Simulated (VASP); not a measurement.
Method: vdW-DF2, VASP's PBE PAW potentials (set 64) (plane waves; VASP).

The input files of a VASP run:

POSCAR:
```
Co
1
    1.2479011609    -2.1614284556     0.0000000000
    1.2479011609     2.1614284556     0.0000000000
    0.0000000000     0.0000000000     4.0282375854
Co
2
Direct
  0.3333330000   0.6666670000   0.2500000000
  0.6666670000   0.3333330000   0.7500000000
```

### INCAR
```
AGGAC = 0.0
ALGO = Normal
EDIFF = 1E-7
EDIFFG = -0.01
ENCUT = 520
GGA = ML
IBRION = 2
ISIF = 4
ISMEAR = 1
ISPIN = 2
LASPH = .TRUE.
LCHARG = .FALSE.
LMAXMIX = 4
LORBIT = 10
LREAL = .FALSE.
LUSE_VDW = .TRUE.
LWAVE = .FALSE.
MAGMOM = 2*1.6
NELM = 100
NSW = 30
PREC = Accurate
SIGMA = 0.1
SYSTEM = Co
ZAB_VDW = -1.8867
```

File KPOINTS:
```
Automatic mesh
0
Gamma
16 16 9
0 0 0
```

POTCAR, in this order: Co (PBE.64 set). Program: vasp_std.

What VASP printed:

File OSZICAR:
```
       N       E                     dE             d eps       ncg     rms          rms(c)
DAV:   1     0.878906713724E+02    0.87891E+02   -0.83519E+03  9144   0.160E+03
DAV:   2    -0.665265250352E+01   -0.94543E+02   -0.87766E+02  9035   0.256E+02
DAV:   3    -0.890912607731E+01   -0.22565E+01   -0.21950E+01 10778   0.562E+01
DAV:   4    -0.894522164371E+01   -0.36096E-01   -0.36085E-01 13178   0.543E+00
DAV:   5    -0.894553329086E+01   -0.31165E-03   -0.31164E-03 11237   0.479E-01    0.130E+01
DAV:   6    -0.773392535436E+01    0.12116E+01   -0.10666E+01  9826   0.665E+01    0.682E+00
DAV:   7    -0.738708075069E+01    0.34684E+00   -0.16224E+00 10302   0.250E+01    0.343E+00
DAV:   8    -0.737454847806E+01    0.12532E-01   -0.28796E-02 12126   0.178E+00    0.171E+00
DAV:   9    -0.736266162266E+01    0.11887E-01   -0.47846E-03 13642   0.117E+00    0.563E-01
DAV:  10    -0.736226581753E+01    0.39581E-03   -0.47389E-03 11517   0.916E-01    0.215E-01
DAV:  11    -0.736268638000E+01   -0.42056E-03   -0.58619E-04 11657   0.301E-01    0.274E-02
DAV:  12    -0.736269555413E+01   -0.91741E-05   -0.16380E-05 10897   0.450E-02    0.149E-02
DAV:  13    -0.736269828712E+01   -0.27330E-05   -0.59280E-06 10866   0.344E-02    0.298E-03
DAV:  14    -0.736269850418E+01   -0.21706E-06   -0.31363E-07 10996   0.587E-03    0.152E-03
DAV:  15    -0.736269836162E+01    0.14256E-06   -0.22936E-08  5627   0.228E-03    0.836E-04
DAV:  16    -0.736269827706E+01    0.84559E-07   -0.17116E-08  5179   0.192E-03
   1 F= -.73626983E+01 E0= -.73628738E+01  d E =-.736270E+01  mag=     3.0693
```

### OUTCAR
```
------------------------ aborting loop because EDIFF is reached ----------------------------------------
  FORCE on cell =-STRESS in cart. coord.  units (eV):
  Direction    XX          YY          ZZ          XY          YZ          ZX
  --------------------------------------------------------------------------------------
  Total        1.6475740      1.6475743      1.6415237      0.0000000      0.0000000     -0.0000000
  in kB      121.4756904    121.4757176    121.0296046      0.0000000      0.0000000     -0.0000000
  external PRESSURE =     121.3270042 kB  Pullay stress =       0.0000000 kB
  volume of cell :       21.73
      direct lattice vectors                 reciprocal lattice vectors
     1.247901161 -2.161428456  0.000000000     0.400672758 -0.231328499  0.000000000
     1.247901161  2.161428456  0.000000000     0.400672758  0.231328499  0.000000000
     0.000000000  0.000000000  4.028237585     0.000000000  0.000000000  0.248247522
 POSITION                                       TOTAL-FORCE (eV/Angst)
 -----------------------------------------------------------------------------------
      1.24790      0.72048      1.00706         0.000000      0.000000      0.000000
      1.24790     -0.72048      3.02118        -0.000000     -0.000000      0.000000
 -----------------------------------------------------------------------------------
    total drift:                                0.000024      0.000005     -0.000030
  FREE ENERGIE OF THE ION-ELECTRON SYSTEM (eV)
  ---------------------------------------------------
  free  energy   TOTEN  =        -7.3626982771 eV

  energy  without entropy=       -7.3632247061  energy(sigma->0) =       -7.36287375

 total charge

# of ion       s       p       d       tot
------------------------------------------
    1        0.478   0.494   7.320   8.292
    2        0.478   0.494   7.320   8.292
--------------------------------------------------
tot          0.956   0.987  14.641  16.584

 magnetization (x)

# of ion       s       p       d       tot
------------------------------------------
    1       -0.014  -0.051   1.625   1.560
    2       -0.014  -0.051   1.625   1.560
--------------------------------------------------
tot         -0.028  -0.102   3.249   3.120

 reached required accuracy - stopping structural energy minimisation
```
(Selected blocks of OUTCAR.)

The compound is Co in the hcp structure. This cell is one point of a volume scan, at 0.94 of the reference volume.
